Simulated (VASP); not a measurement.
These are PBE GGA, VASP's PBE PAW potentials (set 64) (plane waves; VASP) values and carry that method's errors.

A VASP calculation is set up with these files.

**POSCAR**
```
Bi
1
    4.2491360000    -2.3205000000     0.0000000000
    4.2491360000     2.3205000000     0.0000000000
    2.9818850000     0.0000000000     3.8142160000
Bi
2
Direct
  0.2340000000   0.2340000000   0.2340000000
  0.7660000000   0.7660000000   0.7660000000
```

### KPOINTS
```
Automatic mesh
0
Monkhorst-Pack
10 10 10
0 0 0
```

### INCAR
```
SYSTEM  =  Bi
LREAL  =  F
LMAXMIX  =  4   # l cut-off of mixed one-centre charges
ALGO  =  Normal
LCHARG  =  F
PREC  =  Accurate
LWAVE  =  F
NELM  =  100   # most electronic steps
ISMEAR  =  1
SIGMA  =  0.1   # width (eV)
GGA  =  PE   # PBE
LASPH  =  T
EDIFF  =  1E-6   # SCF stop (eV)
ENCUT  =  400   # plane-wave cut-off (eV)
ISIF  =  2   # forces and stress, cell fixed
```

POTCAR, in this order: Bi_d (PBE.64 set). Program: vasp_std.

Question: What will the output report for the number of irreducible k-points (NKPTS), number of bands (NBANDS), largest plane-wave count, number of space-group operations, FFT grid (NGX, NGY, NGZ)?

Answer: 
The number of irreducible k-points (NKPTS) is 110 and the number of bands (NBANDS) is 19. The largest plane-wave count is 1394 and the number of space-group operations is 12. The FFT grid (NGX, NGY, NGZ) comes out as 32 × 32 × 32.

The compound is Bi in the a7 structure. The cell was not relaxed at this level. The run is one of a series of settings (KPOINTS 10×10×10 Monkhorst-Pack mesh against the base run), some of them coarse on purpose.
